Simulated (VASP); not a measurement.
Input:

```
Os
1.0
    1.36500    -2.36425     0.00000
    1.36500     2.36425     0.00000
    0.00000     0.00000     4.32000
Os
2
Direct
  0.33333   0.66667   0.25000
  0.66667   0.33333   0.75000
```

Calculation: revPBE GGA, VASP's PBE PAW potentials (set 64) (plane waves; VASP). Settings: 520 eV cut-off, 14×14×8 Γ-centred mesh, first-order Methfessel-Paxton smearing of 0.10 eV, potentials Os.

Energy and stress use the plane-wave basis of the starting cell.

The ions, cell shape and volume are relaxed. What does this cell relax into?

```
Os
1.0
    1.38079    -2.39159     0.00000
    1.38079     2.39159     0.00000
    0.00000     0.00000     4.35080
Os
2
Direct
  0.33333   0.66667   0.25000
  0.66667   0.33333   0.75000
```
Space group P6_3/mmc (194), at a tolerance of 0.03 Å.

How do energy and volume change from the first to the last step?

The energy (σ→0) changes by -16.7 meV/atom and the volume by +3.1 %, in 9 ionic steps.

| step | E(σ→0) (eV) | max force (eV/Å) | pressure (GPa) | volume (Å³) |
|---|---|---|---|---|
| 1 | -21.4225 | 0.000 | 12.78 | 27.88 |
| 2 | -20.9555 | 0.000 | -36.33 | 32.62 |
| 3 | -21.4554 | 0.000 | -0.79 | 28.79 |
| 4 | -21.4555 | 0.000 | -0.07 | 28.74 |
| 5 | -21.4555 | 0.000 | 0.17 | 28.72 |
| 6 | -21.4555 | 0.000 | 0.28 | 28.72 |
| 7 | -21.4558 | 0.000 | 0.23 | 28.72 |
| 8 | -21.4557 | 0.000 | -0.64 | 28.78 |
| 9 | -21.4558 | 0.000 | 0.02 | 28.74 |

The compound is Os in the hcp structure. This run relaxes it. Symmetry was kept, so distortions that lower it aren't found.
